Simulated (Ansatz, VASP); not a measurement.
# PtSe2: VASP beside Ansatz

One calculation is typed for both programs; each brings its own data sets. How far apart do they land? The cell is taken from a series of runs on this material, whose earlier steps may have relaxed, scaled, displaced or heated it; both programs get it as it stands.

Calculated with Ansatz 0.2.0; plane waves, with VASP 6.6.1 beside it; single point at LDA.

### 1. The structure

The cell holds 3 atoms: 1 Pt and 2 Se. Its edges and angles: a = 3.650 Å, b = 3.650 Å, c = 20.000 Å, α = 90.0°, β = 90.0°, γ = 120.0°. It derives from PtSe2. Vacuum lies along c.

### 2. Ansatz: single point, LDA

Ansatz runs on its PAW soft_1 files.

A single point gives forces, pressure and levels at one fixed geometry, so differences don't come from the geometry; what else differs is listed under the comparison.

Contents of input.yaml:

```yaml
crystal:
  lattice:
    - [3.65, 0.0, 0.0]
    - [-1.825, 3.16099, 0.0]
    - [0.0, 0.0, 20.0]
  atoms:
    - { symbol: Pt, position: [0.333333, 0.666667, 0.5] }
    - { symbol: Se, position: [0.666667, 0.333333, 0.58325] }
    - { symbol: Se, position: [0.666667, 0.333333, 0.41675] }
  periodic: [true, true, false]
kpoints:
  mp_grid: { grid: [6, 6, 1] }
hamiltonian:
  xc: lda
  pseudopotentials: { kind: paw, azcp: { folder: soft_1 }, xc_functional: pbe }
scf:
  occupations: { method: gaussian, width: 0.1 }
output:
  forces: true
  stress: true
  eigenvalues: true
```

Run with:

```sh
> ansatz run input.yaml --threads 8 --pin off --max-ram 16384MiB --backend cpu --events-out ev --progress --plain --runs-dir out
```

Numbers of over 12 decimals in the logs are rounded to 6 here.

The program printed:

```text
Warning: crystal.periodic: the lattice vector that does not repeat stood 0.000° off the slab's normal, 20.000 Å along it as the deck builds it. The run solves the slab on a vector along the normal, 30.460 Å long, with every atom where it was (on the deck's vector they left 16.67 Å outside them, and the widest stretch free of ions among them is 1.67 Å). A fractional position that the run reports is one of the run's ce [...]
Warning: the atoms were moved onto the symmetric positions of the space group found under crystal.symmetry.tolerance 1.0e-5 (fractional; no operation is sought that the atoms, as they stand in a round, miss by more than twice it, and no atom is moved by as much as it), and the run uses the moved positions. Before a round's move an operation carried an atom to 4.87e-6 Å from where it should land, the largest such dist [...]
crystal.periodic: the lattice vector that does not repeat stood 0.000° off the slab's normal, 20.000 Å along it as the deck builds it. The run solves the slab on a vector along the normal, 30.460 Å long, with every atom where it was (on the deck's vector they left 16.67 Å outside them, and the widest stretch free of ions among them is 1.67 Å). A fractional position that the run reports is one of the run's cell, which [...]
Engine: ansatz 0.2.0, aarch64-unknown-linux-gnu
Pseudopotentials: kind: paw
Pseudopotential: Pt, paw, valence charge 18, recommended cutoff 420 eV (normal), soft_1/Pt.paw.azcp
Pseudopotential: Se, paw, valence charge 16, recommended cutoff 420 eV (normal), soft_1/Se.paw.azcp
Functional definition: SPW92
  exchange = slater_x
  correlation = pw_c
Crystal: 3 atoms, lattice volume = 351.436 Å³
Basis set: ecut = 420 eV, 6785 PW (Γ)
Bands: 30, of which v1, the nominal top of the filled ones, is band 25 counted from 1 (24 counted from 0)
Symmetry: 12 space group operations
Space group: P-6m2 (ITA 187), of the structure as read, at distance tolerance 7.1e-5 Å
k-points: 7 of 36 (time reversal used)
Non-local potential: Pt, projectors of the file, l = 0: 3, l = 1: 2, l = 2: 2, l = 3: 1
Non-local potential: Se, projectors of the file, l = 0: 2, l = 1: 2, l = 2: 3, l = 3: 1
PAW form: soft (Blöchl's): semilocal exchange-correlation on the pseudo side does not see the compensation charge
PAW frozen core: Pt, regenerated for the run's functional, and the local potential with it (the file was generated under x = pbe(κ = 0.804, μ = 0.219515), c = pbe(β = 0.066725))
PAW frozen core: Se, regenerated for the run's functional, and the local potential with it (the file was generated under x = pbe(κ = 0.804, μ = 0.219515), c = pbe(β = 0.066725))
PAW one-centre angular grid: Pt, 590 points (default); XC on 64 Gauss nodes
PAW one-centre angular grid: Se, 590 points (default); XC on 64 Gauss nodes
Initial density: superposition of atomic densities (neutral atoms: chi_scale 0, normalization atom)
Initial wavefunctions: pseudopotential atomic-orbital guess
Functional: x = slater, c = lda
SCF iter   1: F=—  HF=-23012.426015 eV  |F-HF|=—  |Δ(HF+E_count)|=         —  Δρ=2.98e-2  dr2=3.64e0  ethr=3.10e-3  ⟨swp⟩=11.1  Hψ=1142  notcnv=0
preconditioner: auto → LDOS  [insulator: Δε(μ)=0.302 eV  Ē_g=8.205 eV  σ=0.100 eV  W_gap=0.72  n_scr=18 (ndim 8)  ℏωp=9.3 eV  f_vac=0.768  D(μ)=4.23/eV (n_scr^D=14)  ε∞_Penn≈2.3  β→1.0]
SCF iter   2: F=—  HF=-23011.920780 eV  |F-HF|=—  |Δ(HF+E_count)|=   5.05e-1  Δρ=1.02e-2  dr2=9.32e-1  ethr=3.10e-3  ⟨swp⟩=3.6  Hψ=554  notcnv=0  defer=5
SCF iter   3: F=—  HF=-23011.793357 eV  |F-HF|=—  |Δ(HF+E_count)|=   1.27e-1  Δρ=7.15e-3  dr2=2.37e-1  ethr=1.86e-3  ⟨swp⟩=3.9  Hψ=460  notcnv=0  defer=5
SCF iter   4: F=—  HF=-23011.744121 eV  |F-HF|=—  |Δ(HF+E_count)|=   4.92e-2  Δρ=1.95e-3  dr2=5.10e-2  ethr=4.75e-4  ⟨swp⟩=4.0  Hψ=536  notcnv=0  defer=3
SCF iter   5: F=—  HF=-23011.736024 eV  |F-HF|=—  |Δ(HF+E_count)|=   8.10e-3  Δρ=4.90e-4  dr2=5.11e-4  ethr=1.02e-4  ⟨swp⟩=2.3  Hψ=299  notcnv=0  defer=3
SCF iter   6: F=—  HF=-23011.735722 eV  |F-HF|=—  |Δ(HF+E_count)|=   3.02e-4  Δρ=1.30e-4  dr2=3.09e-4  ethr=1.02e-6  ⟨swp⟩=4.0  Hψ=380  notcnv=0  defer=3
SCF iter   7: F=—  HF=-23011.735675 eV  |F-HF|=—  |Δ(HF+E_count)|=   4.73e-5  Δρ=3.74e-5  dr2=1.01e-5  ethr=6.19e-7  ⟨swp⟩=2.6  Hψ=297  notcnv=0  defer=3
SCF iter   8: F=—  HF=-23011.735772 eV  |F-HF|=—  |Δ(HF+E_count)|=   9.74e-5  Δρ=1.71e-5  dr2=2.52e-6  ethr=2.02e-8  ⟨swp⟩=2.9  Hψ=411  notcnv=0  defer=3
SCF iter   9: F=—  HF=-23011.735771 eV  |F-HF|=—  |Δ(HF+E_count)|=   9.07e-7  Δρ=5.94e-6  dr2=1.39e-7  ethr=5.04e-9  ⟨swp⟩=2.9  Hψ=398  notcnv=0  defer=3
SCF iter  10: F=-23011.735771 eV  HF=-23011.735771 eV  |F-HF|=2.80e-9  |Δ(HF+E_count)|=   3.30e-7  Δρ=1.58e-6  dr2=1.24e-8  ethr=2.00e-10  ⟨swp⟩=13.3  Hψ=1089  notcnv=0
SCF 1 converged in 10 iterations: F = -23011.735771 eV  dr2 = 1.24e-8
  greatest PAW one-centre occupation: 1.000 electrons in one spin orbital (limit 2), on the Se atom at site 1 (counted from 0), in its partial waves of l = 2
SCF converged after 10 iterations
Free energy (F): -23011.735771 eV
Harris-Foulkes:  -23011.735771 eV  (|F-HF|=2.80e-9)
Internal energy: -23011.717754 eV  (E = F + TS)
E sigma→0 (E₀):  -23011.726763 eV
Entropy (-TS):   -0.018017 eV (-6.006 meV/atom)
Fermi energy:    -5.311404 eV
--- Per-component energies (eV) ---
  E_band       = -1849.316577
  E_kinetic    = 809.277739
  E_local      = -124816.694492  (includes V_loc(G=0)·N_el)
  E_nonlocal   = -487.411519
  E_hartree    = 61902.663106
  E_xc         = -394.522441
  E_vxc        = -444.392021  (∫ρ·V_xc dr)
  E_paw        = -13299.763913  (= ΣΔE_a)
  E_vpaw       = -715.440719  (= ΣTr[D̂ρ^β])
  E_aug_tail   = 0.000360  (compensation charges beyond the density's cutoff)
  E_ewald      = 53269.834779
  E_core_change = 4.898628  (= ΣΔE_core)
  E_smearing   = -0.018017  (= −TS)
  E_closure    = -0.000000  (closes the sum)
  Σ components = -23011.735771   (vs F -23011.735771, Δ=0.00e0)
--- Forces (eV/Å), atoms counted from 1 ---
  atom   1  Pt     0.00000000     0.00000000     0.00000000
  atom   2  Se    -0.00000000     0.00000000    -2.27054447
  atom   3  Se    -0.00000000     0.00000000     2.27054447
  max |Σ_I F_I| component: 4.44e-16 eV/Å
--- 2D stress c σ (N/m, compression-positive) ---
       -8.480873       0.000000       0.000000
        0.000000      -8.480873       0.000000
        0.000000       0.000000       0.000000
  P = ½ c Tr σ = -8.4809 N/m
--- Band table (eV; the first three rows and the last of 7) ---
  k-point 0: bands = [... 21 lower, -7.6397, -7.0159, -4.5564, -4.5564, -4.4417, -4.4417, -2.6097, -0.5481, ... 1 higher]
  k-point 1: bands = [... 21 lower, -7.8264, -6.7590, -5.3609, -5.3302, -4.8793, -4.4194, -1.5481 (-1.5481°), -0.0570, ... 1 higher]
  k-point 2: bands = [... 21 lower, -8.0127, -7.4842, -6.0769, -5.7362, -4.9428, -4.2145, -1.6382, 0.1300, ... 1 higher]
  k-point 6: bands = [... 21 lower, -8.3701, -7.5548, -7.3054, -5.5567, -5.0584, -4.2920, -1.5075, -0.2875, ... 1 higher]
  ° read free of the cell's end (the report's vacuum.weakly_bound_levels)
```

The column dr2 measures how far the density is from self-consistency, as an energy; F and HF (Harris–Foulkes) agree once it is small.

### 3. VASP: single point, LDA

The same cell, functional (in two slightly different forms), mesh and smearing now go to VASP, with its own data sets.

Lines of VASP's logs that name or quote its potential files are left out, and so is its time.

Contents of INCAR:

```
SYSTEM = PtSe2
PREC = Accurate
ENCUT = 400
EDIFF = 1E-06
NELM = 120
ISMEAR = 0
SIGMA = 0.1
LREAL = .FALSE.
ALGO = Normal
GGA = PW92
NBANDS = 17
LASPH = .TRUE.
LORBIT = 11
LWAVE = .FALSE.
LCHARG = .FALSE.
ISIF = 2
LDIPOL = .TRUE.
IDIPOL = 3
DIPOL = 0.5 0.5 0.5
LVHAR = .TRUE.
GGA_COMPAT = .FALSE.
NELMDL = -8
```

Contents of POSCAR:

```
PtSe2
1.0
    3.6500000000      0.0000000000      0.0000000000
   -1.8250000000      3.1609900000      0.0000000000
    0.0000000000      0.0000000000     20.0000000000
Pt Se
1 2
Direct
    0.3333330000      0.6666670000      0.5000000000
    0.6666663333      0.3333336667      0.5832500000
    0.6666663333      0.3333336667      0.4167500000
```

Contents of KPOINTS:

```
Automatic mesh
0
Gamma
6 6 1
0 0 0
```

PAW data sets: Pt and Se (LDA family, release 64).

Run with:

```sh
> mpirun -np 1 vasp_std
```

The program printed:

```text
[banner, memory and clock lines left out]
running    1 mpi-ranks, on    1 nodes
 distrk:  each k-point on    1 cores,    1 groups
 distr:  one band on    1 cores,    1 groups

 POSCAR found type information on POSCAR PtSe
 POSCAR found :  2 types and       3 ions
|                                                                             |
|               ----> ADVICE to this user running VASP <----                  |
|                                                                             |
|     You enforced a specific xc type in the INCAR file but a different       |
|     [... a line on the potential file left out ...]
|     I HOPE YOU KNOW WHAT YOU ARE DOING!                                     |
|                                                                             |

 LDA part: xc-table for (Slater(with rela. corr.)+PW92), standard interpolation
 POSCAR, INCAR and KPOINTS ok, starting setup
 FFT: planning ... GRIDC
 FFT: planning ... GRID_SOFT
 FFT: planning ... GRID
 WAVECAR not read
 entering main loop
       N       E                     dE             d eps       ncg     rms          rms(c)
DAV:   1     0.139578016374E+03    0.13958E+03   -0.66483E+03   238   0.784E+02
DAV:   2    -0.270128800774E+01   -0.14228E+03   -0.13753E+03   361   0.159E+02
DAV:   3    -0.151567389742E+02   -0.12455E+02   -0.12355E+02   255   0.583E+01
DAV:   4    -0.154053872584E+02   -0.24865E+00   -0.24837E+00   311   0.921E+00
DAV:   5    -0.154093093886E+02   -0.39221E-02   -0.39219E-02   299   0.111E+00
DAV:   6    -0.154094365184E+02   -0.12713E-03   -0.12711E-03   322   0.197E-01
DAV:   7    -0.154094429755E+02   -0.64572E-05   -0.64572E-05   340   0.413E-02
DAV:   8    -0.154094432264E+02   -0.25088E-06   -0.25062E-06   298   0.715E-03    0.968E+00
DAV:   9    -0.151026149858E+02    0.30683E+00   -0.35338E+00   258   0.165E+01    0.693E+00
DAV:  10    -0.148205993334E+02    0.28202E+00   -0.13814E+00   255   0.112E+01    0.309E+00
DAV:  11    -0.147712206064E+02    0.49379E-01   -0.14100E-01   285   0.302E+00    0.519E-01
DAV:  12    -0.147693427073E+02    0.18779E-02   -0.11747E-02   293   0.852E-01    0.265E-01
DAV:  13    -0.147690563467E+02    0.28636E-03   -0.46453E-03   302   0.463E-01    0.130E-01
DAV:  14    -0.147690278643E+02    0.28482E-04   -0.24752E-04   265   0.112E-01    0.318E-02
DAV:  15    -0.147690594801E+02   -0.31616E-04   -0.33690E-05   244   0.371E-02    0.211E-02
DAV:  16    -0.147691179678E+02   -0.58488E-04   -0.15696E-05   252   0.188E-02    0.551E-03
DAV:  17    -0.147691615082E+02   -0.43540E-04   -0.35538E-06   240   0.788E-03    0.342E-03
DAV:  18    -0.147692384821E+02   -0.76974E-04   -0.17170E-05   249   0.125E-02    0.321E-03
DAV:  19    -0.147692561571E+02   -0.17675E-04   -0.15519E-06   245   0.391E-03    0.142E-03
DAV:  20    -0.147692675517E+02   -0.11395E-04   -0.80457E-07   209   0.331E-03    0.981E-04
DAV:  21    -0.147692698096E+02   -0.22579E-05   -0.11957E-07   220   0.132E-03    0.404E-04
DAV:  22    -0.147692708865E+02   -0.10769E-05   -0.10694E-07   235   0.936E-04    0.180E-04
DAV:  23    -0.147692718376E+02   -0.95108E-06   -0.40403E-08   203   0.658E-04
   1 F= -.14769272E+02 E0= -.14760371E+02  d E =-.178025E-01
```

From OUTCAR (step 3):

```text
ion  position               nearest neighbor table
   1  0.333  0.667  0.500-   2 2.69   3 2.69   2 2.69   3 2.69   2 2.69   3 2.69
   2  0.667  0.333  0.583-   1 2.69   1 2.69   1 2.69
   3  0.667  0.333  0.417-   1 2.69   1 2.69   1 2.69

  LATTYP: Found a hexagonal cell.
 ALAT       =     3.6500000000
 C/A-ratio  =     5.4794520548

 Subroutine GETGRP returns: Found 12 space group operations
 (whereof 12 operations were pure point group operations)

The static configuration has the point symmetry D_3h.

 Found      7 irreducible k-points:

   k-points           NKPTS =      7   k-points in BZ     NKDIM =      7   number of bands    NBANDS=     17

   dimension x,y,z NGX =    24 NGY =   24 NGZ =  140
   dimension x,y,z NGXF=    48 NGYF=   48 NGZF=  280

   ENCUT  =  400.0 eV  29.40 Ry    5.42 a.u.   5.95  5.95 32.61*2*pi/ulx,y,z

   NELECT =      22.0000    total number of electrons

 k-points in reciprocal lattice and weights: Automatic mesh
   0.00000000  0.00000000  0.00000000       0.028
   0.16666667  0.00000000  0.00000000       0.167
   0.33333333  0.00000000  0.00000000       0.167
   0.50000000  0.00000000  0.00000000       0.083
   0.16666667  0.16666667  0.00000000       0.167
   0.33333333  0.16666667  0.00000000       0.333
   0.33333333  0.33333333  0.00000000       0.056

 dipolmoment           0.000000      0.000000     -0.000000 electrons x Angstroem

 average (electrostatic) potential at core
       1 -76.3905       2 -67.3502       3 -67.3502

 E-fermi :  -2.3581

 k-point     1 :       0.0000    0.0000    0.0000
  band No.  band energies     occupation
    ...
      5      -5.9496      2.00000
      6      -5.7144      2.00000
      7      -5.7144      2.00000
      8      -4.6970      2.00000
      9      -4.0546      2.00000
     10      -1.6017      0.00000
     11      -1.6017      0.00000
     12      -1.4830      0.00000
     13      -1.4830      0.00000
     14       0.3806      0.00000
    ...

 k-point     2 :       0.1667    0.0000    0.0000
  band No.  band energies     occupation
    ...
      7      -5.7206      2.00000
      8      -4.8831      2.00000
      9      -3.7965      2.00000
     10      -2.4094      1.53164
     11      -2.3748      1.18652
     12      -1.9216      0.00000
     13      -1.4662      0.00000
     14       1.4410      0.00000
     15       2.9439      0.00000
     16       2.9739      0.00000
    ...

 k-point     3 :       0.3333    0.0000    0.0000
  band No.  band energies     occupation
    ...
      7      -5.1367      2.00000
      8      -5.0676      2.00000
      9      -4.5264      2.00000
     10      -3.1267      2.00000
     11      -2.7798      2.00000
     12      -1.9931      0.00000
     13      -1.2633      0.00000
     14       1.3549      0.00000
     15       3.0952      0.00000
     16       3.9728      0.00000
    ...

  Total       -6.0691089     -6.0690984     -7.5194233      0.0000000      0.0000000      0.0000000
  in kB      -42.1395146    -42.1394420    -52.2094517      0.0000000      0.0000000      0.0000000
  external PRESSURE =     -45.4961361 kB  Pullay stress =       0.0000000 kB

  energy-cutoff  :      400.00
  volume of cell :      230.75
      direct lattice vectors                 reciprocal lattice vectors
     3.650000000  0.000000000  0.000000000     0.273972603  0.158178292  0.000000000
    -1.825000000  3.160990000  0.000000000     0.000000000  0.316356584  0.000000000
     0.000000000  0.000000000 20.000000000     0.000000000  0.000000000  0.050000000

 POSITION                                       TOTAL-FORCE (eV/Angst)
 -----------------------------------------------------------------------------------
     -0.00000      2.10733     10.00000         0.000000      0.000000      0.000000
      1.82500      1.05366     11.66500        -0.000000     -0.000000     -2.250155
      1.82500      1.05366      8.33500         0.000000     -0.000000      2.250155
 -----------------------------------------------------------------------------------
    total drift:                                0.001937     -0.001142      0.000000

  FREE ENERGIE OF THE ION-ELECTRON SYSTEM (eV)
  ---------------------------------------------------
  free  energy   TOTEN  =       -14.7692718376 eV

  energy  without entropy=      -14.7514693477  energy(sigma->0) =      -14.76037059

 vacuum level on the upper side and lower side of the slab         2.963         2.963

 total charge
# of ion       s       p       d       tot
------------------------------------------
    1        0.568   0.450   7.985   9.003
    2        1.504   2.105   0.037   3.646
    3        1.504   2.105   0.037   3.646
--------------------------------------------------
tot          3.576   4.660   8.060  16.296

[... 3 further parts left out ...]
```

The run ends at a pressure of -4.55 GPa, with forces up to 2.3 eV/Å.

### 4. Side by side

Known differences besides the potentials themselves: Ansatz cuts the interaction across the vacuum, VASP repeats the sheet with a dipole correction; the data sets hold 50 valence electrons in Ansatz (on its PAW soft_1 files) and 22 in VASP; the cutoff is 420 eV in Ansatz and 400 eV in VASP; VASP's log shows a relativistic correction to its local exchange, Ansatz's none. Total energies have different zeros and are not compared.

Forces (eV/Å; atoms numbered as in POSCAR):

| atom | Ansatz x, y, z | VASP x, y, z |
| --- | --- | --- |
| Pt1 | 0.000, 0.000, 0.000 | 0.000, 0.000, 0.000 |
| Se2 | 0.000, 0.000, -2.271 | 0.000, 0.000, -2.250 |
| Se3 | 0.000, 0.000, 2.271 | 0.000, 0.000, 2.250 |

The forces differ by 9.6 meV/Å r.m.s., which is 0.9 % of the r.m.s. force of 1.061 eV/Å (both taken over all components). With vacuum in the cell, a pressure given here is an average over mostly empty space and none of the material.

### 5. What came out

```json
{
  "r.m.s. force difference (single point, LDA)": "0.91 % of the r.m.s. force"
}
```

**Reading.** The r.m.s. force difference is 0.91 % of the r.m.s. force (single point, LDA), within the 3 % picked in this series as the mark of a large difference. The data sets hold unlike numbers of valence electrons (50 in Ansatz and 22 in VASP), so part of the differences comes from the potentials. How closely two codes agree says nothing of how well the functional describes the real material.

[Lines on the potential files, build, host, timing and source positions are cut from VASP's logs without a mark.]

[Logs are printed without paths, hosts, clocks, repeated set-up lines and the standing remarks that a program may print on its own settings, such as how far it seeks lower states.]

[Hosts, paths, dates, database ids (printed as entryN), source tags and the programs' standing remarks are cut or masked in the printed files.]
